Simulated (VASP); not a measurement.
Here is the system:

```xyz
2
Lattice="2.9900 0.0000 0.0000 0.0000 2.9900 0.0000 0.0000 0.0000 2.9900" Properties=species:S:1:pos:R:3 pbc="T T T"
Al     1.4950     1.4950     1.4950
Ru     0.0000     0.0000     0.0000
```

The numbers are results of PW91 GGA, VASP's PBE PAW potentials (set 64) (plane waves; VASP), not measurements. Run with 520 eV cut-off, 11×11×11 Γ-centred mesh, first-order Methfessel-Paxton smearing of 0.10 eV, potentials Al Ru_pv.

Q: The ions, cell shape and volume are relaxed. Give the cell that the relaxation ends in.

A: 
```xyz
2
Lattice="3.0063 0.0000 0.0000 0.0000 3.0063 0.0000 0.0000 0.0000 3.0063" Properties=species:S:1:pos:R:3 pbc="T T T"
Al     1.5032     1.5032     1.5032
Ru     0.0000     0.0000     0.0000
```
Space group Pm-3m (221), at a tolerance of 0.03 Å.

Q: How do energy and volume change from the first to the last step?

A: The energy (σ→0) changes by -2.3 meV/atom and the volume by +1.6 %, in 3 ionic steps.

The compound is RuAl in the CsCl type structure. This run relaxes it. Symmetry was kept, so distortions that lower it aren't found. The electron count is odd and the run is not spin-polarised, which forces a metal.
